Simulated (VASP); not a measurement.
## A slab model of a few sheets of C

How does a few sheets of C behave as a surface?

Method: LDA; plane waves and PAW (C), in VASP 6.6.1.

Most raw output is cut from this account.

## Step 1: The starting structure

The cell holds 4 atoms: 4 C. Its edges and angles: a = 2.460 Å, b = 2.460 Å, c = 18.388 Å, α = 90.0°, β = 90.0°, γ = 120.0°. It derives from C. A few sheets cut from a layered arrangement of the crystal. Vacuum lies along c.

## Step 2: Relaxing the slab

All atoms relax at the fixed cell.

Contents of INCAR:

```
SYSTEM = C
PREC = Normal
ENCUT = 400
EDIFF = 1E-05
NELM = 120
ISMEAR = 0
SIGMA = 0.05
LREAL = .FALSE.
ALGO = Fast
GGA = CA
NBANDS = 14
LORBIT = 11
LWAVE = .FALSE.
LCHARG = .FALSE.
KPAR = 2
IBRION = 2
NSW = 40
ISIF = 2
EDIFFG = -0.03
POTIM = 0.4
MAXMIX = 40
IDIPOL = 3
LDIPOL = .TRUE.
DIPOL = 0.5 0.5 0.5
```

Contents of POSCAR:

```
C
1.0
    2.4600000000      0.0000000000      0.0000000000
   -1.2300000000      2.1304224930      0.0000000000
    0.0000000000      0.0000000000     18.3883333333
C
4
Direct
    0.6666666670      0.3333333330      0.5921326930
    0.0000000000      0.0000000000      0.5911628750
    0.3333333330      0.6666666670      0.4098069430
    0.0000000000      0.0000000000      0.4078673070
```

Contents of KPOINTS:

```
Automatic mesh
0
Gamma
12 12 1
0 0 0
```

Potentials, in the order of the species: C (LDA family, release 64).

Run with:

```
mpirun -np 2 vasp_std
```

Elapsed: 4.4 s, on 2 MPI ranks of AMD EPYC 9R45, shared host; peak memory 0.2 GiB; 7.7 s of CPU time.

The run keeps the 6 symmetry operations of its start, so it cannot find a distortion of lower symmetry.

Step by step:

| step | energy less that of the first step (eV) | largest force (eV/Å) |
| --- | --- | --- |
| 1 | 0.0000 | 0.6526 |
| 2 | -0.0125 | 0.2408 |
| 3 | -0.0143 | 0.0144 |

The atoms that moved most (Å):

| atom | dx | dy | dz | length |
| --- | --- | --- | --- | --- |
| C4 | 0.000 | 0.000 | 0.019 | 0.019 |
| C3 | 0.000 | 0.000 | -0.018 | 0.018 |
| C1 | 0.000 | 0.000 | -0.009 | 0.009 |
| C2 | 0.000 | 0.000 | 0.008 | 0.008 |

The relaxed structure:

```xyz
4
Lattice="2.4600 0.0000 0.0000 -1.2300 2.1304 0.0000 0.0000 0.0000 18.3883" Properties=species:S:1:pos:R:3
C     1.2300    0.7101   10.8795
C     0.0000    0.0000   10.8787
C     0.0000    1.4203    7.5177
C     0.0000    0.0000    7.5185
```

This step gave:

| Item | Value |
| --- | --- |
| electronic cycles | 28 |
| electrons | 16 |
| free energy (TOTEN) | -40.43 eV |
| energy at zero smearing | -40.43 eV |
| Fermi energy | -1.212 eV |
| labelled metallic, from the levels on this mesh | yes |
| dipole moment | 0, 0, -1.30e-5 e·Å |

The run ended after 3 ionic steps, 0.014 eV below its first step, once the forces on the free atoms met EDIFFG = -0.03.

Only the dipole across the slab is computed (IDIPOL = 3); zeros along the plane are no results.

## Step 3: Vacuum level and density of states

A static run writes the electrostatic potential without exchange and correlation (LVHAR), which is flat in the vacuum and gives the level to count from. The dipole correction cancels the field that unlike faces would set up across the vacuum.

Contents of INCAR:

```
SYSTEM = C
PREC = Normal
ENCUT = 400
EDIFF = 1E-06
NELM = 120
ISMEAR = 0
SIGMA = 0.05
LREAL = .FALSE.
ALGO = Fast
GGA = CA
NBANDS = 22
LORBIT = 11
LWAVE = .TRUE.
LCHARG = .TRUE.
IDIPOL = 3
LDIPOL = .TRUE.
DIPOL = 0.5 0.5 0.5
LVHAR = .TRUE.
LVACPOTAV = .TRUE.
LELF = .TRUE.
NEDOS = 1500
```

Contents of POSCAR:

```
C
1.0
    2.4600000000      0.0000000000      0.0000000000
   -1.2300000000      2.1304224930      0.0000000000
    0.0000000000      0.0000000000     18.3883333333
C
4
Direct
    0.6666666670      0.3333333330      0.5916530339
    0.0000000000      0.0000000000      0.5916096031
    0.3333333330      0.6666666670      0.4088314388
    0.0000000000      0.0000000000      0.4088757421
```

KPOINTS is that of step 2.

Contents of KPOINTS_OPT:

```
Line mode
14
Line-mode
Reciprocal
  0.00000000   0.00000000   0.00000000 GAMMA
  0.50000000   0.00000000   0.00000000 M

  0.50000000   0.00000000   0.00000000 M
  0.33333333   0.33333333   0.00000000 K

  0.33333333   0.33333333   0.00000000 K
  0.00000000   0.00000000   0.00000000 GAMMA
```

Run with:

```
mpirun -np 2 vasp_std
```

The job ended after 8.8 s (2 MPI ranks; peak memory 0.21 GiB; 17 s of CPU time).

This step gave:

- electronic cycles: 19
- Fermi energy: -1.210 eV
- DOS at the Fermi level: 0.5490 states/eV/cell
- dipole moment: 0, 0, 6.10e-5 e·Å
- vacuum levels: 3.344, 3.342 eV
- work functions of the upper and lower face: 4.554, 4.552 eV

Electronic bands along the path, in eV, zero at the Fermi level; # counts the bands kept:

| point | #3 | #4 | #5 | #6 | #7 | #8 | #9 | #10 |
| --- | --- | --- | --- | --- | --- | --- | --- | --- |
| Γ | -3.02 | -3.02 | -3.01 | -3.01 | 3.48 | 4.05 | 4.73 | 6.26 |
| 0.46 of the way | -6.66 | -5.70 | -4.85 | -4.83 | 5.16 | 5.75 | 6.46 | 7.61 |
| M | -6.42 | -6.40 | -2.57 | -2.20 | 1.48 | 1.86 | 7.43 | 7.64 |
| 0.46 of the way | -8.01 | -7.96 | -2.05 | -1.69 | 1.39 | 1.61 | 9.56 | 9.84 |
| K | -10.63 | -10.62 | -0.34 | 0.00 | 0.00 | 0.36 | 10.30 | 10.30 |
| 0.46 of the way | -6.83 | -6.81 | -5.46 | -4.56 | 5.70 | 5.95 | 6.52 | 7.12 |
| Γ | -3.02 | -3.02 | -3.01 | -3.01 | 3.48 | 4.05 | 4.73 | 6.26 |

The density of states has structure finer than the step of the table below, so its rows give means over 1 eV, whole bins alone (the curve runs from -12.0 to 7.91 eV). Peaks (eV: height): total -8.0: 3.04, -6.6: 3.37, -6.4: 4.92, -5.8: 3.30, -5.1: 4.46, 6.3: 3.66, 7.7: 3.44; C s -11.8: 0.893, -11.3: 0.687, -10.5: 0.623, -9.4: 0.743, -8.4: 0.524, -6.3: 0.416, 7.7: 0.330; C p -8.0: 1.86, -6.9: 1.94, -6.6: 2.31, -6.4: 3.06, -5.9: 2.21, -5.1: 3.26, -3.4: 1.81.

Means over bins of 0.084 eV. Table of density of states by energy, zero at the Fermi level; means over each step; values in states/eV/cell:

| energy (eV) | total | C s | C p |
| --- | --- | --- | --- |
| -11 | 0.597 | 0.177 | 0.250 |
| -10 | 0.752 | 0.165 | 0.375 |
| -9 | 0.584 | 0.129 | 0.300 |
| -8 | 1.24 | 0.158 | 0.709 |
| -7 | 1.47 | 0.0644 | 0.911 |
| -6 | 1.89 | 0.0679 | 1.20 |
| -5 | 1.34 | 0.0378 | 0.855 |
| -4 | 1.05 | 0.00671 | 0.658 |
| -3 | 0.927 | 2.7e-4 | 0.523 |
| -2 | 0.788 | 1.6e-4 | 0.402 |
| -1 | 0.173 | 1.7e-5 | 0.0914 |
| 0 | 0.111 | 0 | 0.0583 |
| 1 | 0.418 | 4.4e-5 | 0.214 |
| 2 | 0.704 | 1.8e-4 | 0.341 |
| 3 | 0.569 | 3.6e-4 | 0.295 |
| 4 | 0.760 | 0.00848 | 0.225 |
| 5 | 0.908 | 0.00908 | 0.190 |
| 6 | 1.28 | 0.0105 | 0.278 |
| 7 | 1.25 | 0.0374 | 0.175 |

Zero at the Fermi level. Planar average of the electrostatic potential against height:

height (Å), planar average of the electrostatic potential (eV) and a bar from the least value:
```
      0.0        4.6 ##############################
      0.5        4.6 ##############################
      1.0        4.6 ##############################
      1.5        4.6 ##############################
      2.0        4.6 ##############################
      2.5        4.6 ##############################
      3.0        4.6 ##############################
      3.5        4.6 ##############################
      4.0        4.6 ##############################
      4.5        4.6 ##############################
      5.0        4.6 ##############################
      5.5        4.5 ##############################
      6.0        4.2 ##############################
      6.5        2.2 ###########################
      7.0       -8.6 ###############
      7.5      -22.0 
      8.0      -10.4 #############
      8.5        2.0 ###########################
      9.0        4.1 #############################
      9.5        3.9 #############################
     10.0        0.9 ##########################
     10.5      -15.5 #######
     11.0      -21.7 
     11.5       -4.3 ####################
     12.0        2.9 ############################
     12.5        4.3 ##############################
     13.0        4.5 ##############################
     13.5        4.6 ##############################
     14.0        4.6 ##############################
     14.5        4.6 ##############################
     15.0        4.6 ##############################
     15.5        4.6 ##############################
     16.0        4.6 ##############################
     16.5        4.6 ##############################
     17.0        4.6 ##############################
     17.5        4.6 ##############################
     18.0        4.6 ##############################
```

Electrostatic potential energy in the ca plane at fractional y = 0.000, with atoms of C within 0.2 Å of it. With pseudopotentials it is smooth inside the atoms' cores, unlike the true potential.

Values in eV, 5 rows by 16 columns, each cell a mean:
```
  3   3   3   3   3   1 -28  -4   0 -30  -2   3   3   3   3   3
  3   3   3   3   3   2  -9   0   2 -10   1   3   3   3   3   3
  3   3   3   3   3   2  -7   0   2  -7   1   3   3   3   3   3
  3   3   3   3   3   2 -16  -1   1 -16   0   3   3   3   3   3
  3   3   3   3   3   1 -30  -6   0 -31  -3   3   3   3   3   3
```
Columns run along c (18.4 Å; values clipped at the 3rd and 97th percentile), rows up along a (2.5 Å). Atoms in or near the plane, at fractional coordinates: C at (0.59, 0.00), C at (0.41, 0.00).

ELF in the ca plane at fractional y = 0.000, with atoms of C within 0.2 Å of it. It is the smooth field of the valence electrons, not physical close to the nuclei.

Values, 5 rows by 16 columns, each cell a mean:
```
0.00 0.00 0.00 0.00 0.01 0.46 0.54 0.43 0.32 0.54 0.45 0.08 0.00 0.00 0.00 0.00
0.00 0.00 0.00 0.00 0.04 0.24 0.71 0.35 0.23 0.71 0.37 0.03 0.00 0.00 0.00 0.00
0.00 0.00 0.00 0.00 0.01 0.18 0.57 0.29 0.19 0.58 0.28 0.06 0.00 0.00 0.00 0.00
0.00 0.00 0.00 0.00 0.01 0.37 0.74 0.39 0.27 0.74 0.39 0.07 0.00 0.00 0.00 0.00
0.00 0.00 0.00 0.00 0.01 0.35 0.34 0.43 0.32 0.33 0.54 0.07 0.00 0.00 0.00 0.00
```
Columns run along c (18.4 Å), rows up along a (2.5 Å). Atoms in or near the plane, at fractional coordinates: C at (0.59, 0.00), C at (0.41, 0.00).

Valence density in the ca plane at fractional y = 0.000, with atoms of C within 0.2 Å of it. It is the smooth field of the valence electrons, not physical close to the nuclei.

Ten even steps from '0' (0.0 e/Å³) to '9' (1.7 e/Å³), each cell a mean:
```
00000000000000003895100038961000000000000000
00000000000000002784100026841000000000000000
00000000000000002453100014531000000000000000
00000000000000001342000013420000000000000000
00000000000000001452100014531000000000000000
00000000000000002674100025741000000000000000
00000000000000003895100038951000000000000000
00000000000000003896100038961000000000000000
```
Columns run along c (18.4 Å), rows up along a (2.5 Å). Atoms in or near the plane, at fractional coordinates: C at (0.59, 0.00), C at (0.41, 0.00).

The vacuum level lies 4.55 eV above the Fermi level at the upper face; both faces agree, as the slab has next to no dipole.

The program found no field-free point at its default tolerance, but its printed level agrees with the flat part of the planar average.

On this mesh the fine structure of the density of states is sampling noise, and high empty states may be cut by the number of bands.

## Step 4: Tunnelling image, filled states within 1 eV

A partial density over this window, at constant height above the top atom, is the Tersoff-Hamann picture of a tunnelling image.

Contents of INCAR:

```
SYSTEM = C
PREC = Normal
ENCUT = 400
EDIFF = 1E-05
NELM = 120
ISMEAR = 0
SIGMA = 0.05
LREAL = .FALSE.
ALGO = Fast
GGA = CA
NBANDS = 22
LWAVE = .FALSE.
LCHARG = .FALSE.
ISTART = 1
LPARD = .TRUE.
NBMOD = -3
EINT = -1 0
LSEPB = .FALSE.
LSEPK = .FALSE.
```

POSCAR is that of step 3.

KPOINTS is that of step 3.

The run starts from files that an earlier step left in the folder.

Run with:

```
mpirun -np 2 vasp_std
```

Elapsed: 0.8 s, on 2 MPI ranks; 0.7 s of CPU time.

Local density of states in the window along a and b. Constant height, 2.5 Å above the top atom.

Ten even steps from '_' (0.00 × 1e-6 e/Å³) to '@' (7.25 × 1e-6 e/Å³):
```
==++**########**++++++++==++++++**########**++==
++**########**++==----------==++****####****++++
**######****==--::::....::::--==++**######******
######****==--::..______..::--==**##############
%%##**++==--..____________..--==**####%%%%%%%%%%
####**==--..______________..--==**####%%@@@@@@%%
##**++--::________________::--++**##%%@@@@@@@@%%
**++==::..______________..::==++**%%%%@@@@@@%%##
**++--::________________::--++**##%%@@@@@@@@%%##
**++--..______________..--++**##%%@@@@@@@@@@%%##
**==--..____________..--++**##%%@@@@@@@@@@@@%%##
**++--::..______..::--==**##%%%%@@@@@@@@@@@@%%##
**++--::::....::::--++**##%%%%@@@@@@@@@@@@%%%%##
**++==----------==++**##%%%%@@%%%%%%%%%%@@%%%%##
**++++========++++**##%%@@@@%%%%%%%%%%%%@@@@%%##
**********++******##%%@@@@@@%%%%##%%%%@@@@@@%%##
######******######%%@@@@@@%%%%%%%%%%@@@@@@@@%%%%
############%%%%%%@@@@@@@@@@%%%%%%@@@@@@@@@@@@%%
%%########%%%%@@@@@@@@@@@@@@%%%%@@@@@@@@@@@@@@%%
##########%%%%@@@@@@@@@@@@@@@@@@@@@@@@@@@@@@%%%%
********##%%@@@@@@@@@@@@@@%%%%@@@@@@@@@@@@@@%%##
++==++**##%%%%@@%%%%%%%%%%%%%%%%%%%%%%@@@@%%##**
====++**##%%%%%%%%##################%%%%%%##**++
--==++**##%%####******************##%%%%##**++==
```
Columns: along a (fractional) from 0 to 0.958; rows upwards: along b (fractional) from 0 to 0.958.

Partial charge density in the ca plane at fractional y = 0.000, with atoms of C within 0.2 Å of it. It is the smooth field of the valence electrons, not physical close to the nuclei.

Values in units of 1e-3 Å⁻³, 5 rows by 16 columns, each cell a mean:
```
0.0 0.0 0.0 0.0 0.0 1.2 5.1 2.9 1.9 5.3 2.2 0.0 0.0 0.0 0.0 0.0
0.0 0.0 0.0 0.0 0.0 0.6 1.0 1.2 0.9 1.0 0.9 0.0 0.0 0.0 0.0 0.0
0.0 0.0 0.0 0.0 0.0 0.5 0.8 0.9 0.7 0.8 0.7 0.0 0.0 0.0 0.0 0.0
0.0 0.0 0.0 0.0 0.0 0.8 1.7 1.6 1.2 1.8 1.2 0.0 0.0 0.0 0.0 0.0
0.0 0.0 0.0 0.0 0.0 1.4 8.4 3.9 2.3 8.7 2.8 0.0 0.0 0.0 0.0 0.0
```
Columns run along c (18.4 Å), rows up along a (2.5 Å). Atoms in or near the plane, at fractional coordinates: C at (0.59, 0.00), C at (0.41, 0.00).

## Step 5: Tunnelling image, empty states within 1 eV

INCAR: that of step 4 with these lines changed.

```diff
@@ -16,3 +16,3 @@
 NBMOD = -3
-EINT = -1 0
+EINT = 0 1
 LSEPB = .FALSE.
```

POSCAR is that of step 4.

KPOINTS is that of step 4.

The WAVECAR or CHGCAR of an earlier step is read.

Run with:

```
mpirun -np 2 vasp_std
```

Run time: 0.8 s. Hardware: 2 MPI ranks.

Local density of states in the window along a and b. Constant height, 2.5 Å above the top atom.

Ten even steps from '_' (0.00 × 1e-6 e/Å³) to '@' (7.93 × 1e-6 e/Å³):
```
****##%%%%%%####**++++++++++++****##%%%%%%##****
####%%%%%%##**++====------====++**##%%%%%%######
##%%%%%%##**++==--::::::::--==++**##%%%%%%%%####
%%%%%%##**++--::....____..::--++**##%%%%%%%%%%%%
@@%%##**++--::____________::--++**##%%%%@@@@@@@@
%%##**++--::______________::--++**##%%@@@@@@@@@@
%%**++==::________________::==++**%%%%@@@@@@@@%%
##**==--..______________..--==**##%%@@@@@@@@@@%%
**++==::________________::==++**%%%%@@@@@@@@%%%%
**++--::______________::--++**##%%@@@@@@@@@@%%##
**++--::..__________::--++**##%%%%@@@@@@@@%%%%##
**++--::..______..::--++**##%%%%%%@@@@@@%%%%%%##
**++==--::::::::--==++**##%%%%%%%%%%%%%%%%%%%%##
**++====------====++**##%%%%%%%%%%%%%%%%%%%%%%##
****++++++++++++****##%%%%%%%%%%%%%%%%%%%%%%%%##
##************######%%%%%%%%%%%%##%%%%%%%%%%%%##
%%############%%%%%%@@@@%%%%%%%%%%%%%%@@@@@@%%%%
%%%%%%%%%%%%%%@@@@@@@@@@%%%%%%%%%%%%@@@@@@@@@@@@
%%%%%%%%%%@@@@@@@@@@@@@@@@%%%%%%%%@@@@@@@@@@@@@@
%%%%%%%%%%@@@@@@@@@@@@@@%%%%%%%%%%@@@@@@@@@@@@@@
%%######%%@@@@@@@@@@@@%%%%%%%%%%%%@@@@@@@@@@@@%%
##**####%%@@@@@@@@%%%%%%%%%%%%%%%%%%@@@@@@@@%%##
******##%%@@@@@@%%################%%%%@@@@%%##**
****##%%%%%%%%%%##**************##%%%%@@%%####**
```
Columns: along a (fractional) from 0 to 0.958; rows upwards: along b (fractional) from 0 to 0.958.

Partial charge density in the ca plane at fractional y = 0.000, with atoms of C within 0.2 Å of it. It is the smooth field of the valence electrons, not physical close to the nuclei.

Ten steps, logarithmic in the rise over the least value, from '0' (0.00 × 1e-2 Å⁻³) to '9' (1.33 × 1e-2 Å⁻³), each cell a mean:
```
00000000000001258889621479796410000000000000
00000000000000246657521466475310000000000000
00000000000000235435421354254310000000000000
00000000000000135425422354254210000000000000
00000000000000135425422354254210000000000000
00000000000000246546521365365310000000000000
00000000000001257878621478686410000000000000
00000000000001358999631589997410000000000000
```
Columns run along c (18.4 Å), rows up along a (2.5 Å). Atoms in or near the plane, at fractional coordinates: C at (0.59, 0.00), C at (0.41, 0.00).

## Step 6: Derived quantities

This step: slab, LDA; plane waves and PAW (VASP 6.6.1).

Derived from the runs above.

## Step 7: Slab, bad settings

This step: LDA; plane waves and PAW (C) (VASP 6.6.1).

As a lesson, the run is repeated with a fault in its input.

Contents of INCAR:

```
SYSTEM = C
PREC = Normal
ENCUT = 400
EDIFF = 1E-06
NELM = 64
ISMEAR = 0
SIGMA = 0.05
LREAL = .FALSE.
ALGO = Fast
GGA = CA
NBANDS = 14
LORBIT = 11
LWAVE = .FALSE.
LCHARG = .FALSE.
KPAR = 2
IDIPOL = 3
LDIPOL = .TRUE.
DIPOL = 0.5 0.5 0.5
LVHAR = .TRUE.
LVACPOTAV = .TRUE.
```

POSCAR is that of step 5.

Contents of KPOINTS:

```
Automatic mesh
0
Gamma
1 1 1
0 0 0
```

Run with:

```
mpirun -np 2 vasp_gam
```

Elapsed: 1.2 s, on 2 MPI ranks; peak memory 0.16 GiB.

The fault in the input: one k point for a small cell. The run ended without an error; the comparison shows what it cost.

Against the run that it repeats, NBANDS also differs.

The two runs compared:

| quantity | this run | the run it repeats | difference |
| --- | --- | --- | --- |
| energy at zero smearing (eV) | -26.943 | -40.428 | 13.5 |
| free energy (TOTEN) (eV) | -26.943 | -40.428 | 13.5 |
| Fermi energy (eV) | -3.4197 | -1.2103 | -2.21 |
| electronic cycles | 20 | 19 | 1 |

One result that differs is the free energy (TOTEN), -26.9 eV against -40.4 eV.

The energy is off by more than 1 eV an atom and means nothing for this system.

## Step 8: Results

```
work function of the slab : 4.55 eV
```

In words: The work function is 4.55 eV at both faces. The atom that ends on top (C) moved inwards by 0.01 Å, counted from the mean of all atoms. The cell in the plane was kept as given and was not relaxed here.

[Lines on the potential files, build, host, timing and source positions are cut from VASP's logs without a mark.]

[Logs are printed without paths, hosts, clocks, repeated set-up lines and the standing remarks that a program may print on its own settings, such as how far it seeks lower states.]

[Hosts, paths, dates, database ids (printed as entryN), source tags and the programs' standing remarks are cut or masked in the printed files.]

[In band tables of VASP the shares of atoms and orbitals are scaled to a sum of 1 inside the atoms' spheres.]

[Runs that stopped without an error message from VASP are left out.]
